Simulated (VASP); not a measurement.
Input for VASP

### KPOINTS
```
Automatic mesh
0
Gamma
7 7 7
0 0 0
```

File POSCAR:
```
MnO
1.0
  4.4400000000   2.2200000000   2.2200000000
  2.2200000000   4.4400000000   2.2200000000
  2.2200000000   2.2200000000   4.4400000000
Mn O
2 2
Cart
  0.0000000000   0.0000000000   0.0000000000
  4.4400000000   4.4400000000   4.4400000000
  2.2200000000   2.2200000000   2.2200000000
  6.6600000000   6.6600000000   6.6600000000
```

**INCAR**
```
ALGO = Normal
EDIFF = 1E-6
ENCUT = 520
GGA = PE
ISIF = 2
ISMEAR = 0
ISPIN = 2
IVDW = 13
LASPH = .TRUE.
LCHARG = .FALSE.
LMAXMIX = 4
LORBIT = 10
LREAL = .FALSE.
LWAVE = .FALSE.
MAGMOM = 5.0 -5.0 2*0.0
NELM = 100
PREC = Accurate
SIGMA = 0.05
SYSTEM = MnO
```

POTCAR, in this order: Mn_pv O (PBE.64 set). Program: vasp_std.

Write an equivalent input for Ansatz.

One equivalent input (not run):
Ansatz 0.2 input:
```yaml
crystal:
  lattice:
    - [4.4400000, 2.2200000, 2.2200000]
    - [2.2200000, 4.4400000, 2.2200000]
    - [2.2200000, 2.2200000, 4.4400000]
  atoms:
    - { symbol: Mn, position: [0.0000000, 0.0000000, 0.0000000], spin: 5 }
    - { symbol: Mn, position: [0.5000000, 0.5000000, 0.5000000], spin: -5 }
    - { symbol: O, position: [0.2500000, 0.2500000, 0.2500000] }
    - { symbol: O, position: [0.7500000, 0.7500000, 0.7500000] }
kpoints:
  mp_grid: { grid: [7, 7, 7] }
hamiltonian:
  xc: pbe
  dispersion: d4
  pseudopotentials: { kind: paw }
magnetization: { spin_polarized: true }
scf:
  occupations: { method: gaussian, width: 0.05 }
  max_iter: 100
output: { forces: true, stress: true, eigenvalues: true }
```
Limits of the translation: each code has its own PAW files, so the cut-off isn't converted (ENCUT is set for VASP's; basis.ecutwfc is left out, and Ansatz then takes the one that its files recommend); Ansatz stops its SCF on the density residual and VASP on the energy change (EDIFF).

The compound is MnO in the rock salt, AFM-II order structure. The cell was not relaxed at this level. The run is one of a series of settings (IVDW = 13 against the base run), some of them coarse on purpose.
